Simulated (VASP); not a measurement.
Data:

```
CELL_PARAMETERS angstrom
      3.10507     0.00000     0.00000
     -1.55254     2.68907     0.00000
      0.00000     0.00000     2.89247
ATOMIC_POSITIONS crystal
  Zr 0.00000 0.00000 0.00000
  N  0.66667 0.33333 0.50000
```

Calculation: PBEsol GGA with spin-orbit coupling, VASP's PBE PAW potentials (set 64) (plane waves; VASP). Numerical set-up: 520 eV cut-off, 12×12×11 Γ-centred mesh, Gaussian smearing of 0.050 eV, potentials Zr_sv N.

Question: What does the run give for the energy per atom (σ→0), band gap (over mesh and band path) with the smallest direct gap where there is one?

Answer: 
The band gap (over mesh and band path) comes out as none (metal, semimetal or under 0.01 eV). The energy per atom (σ→0) comes out as -10.412 eV/atom.

Total energies compare only between runs with the same potentials, cut-off and functional.

The structure was generated: ZrN was put into the WC type (P-6m2), which need not be its known phase. It was relaxed first.
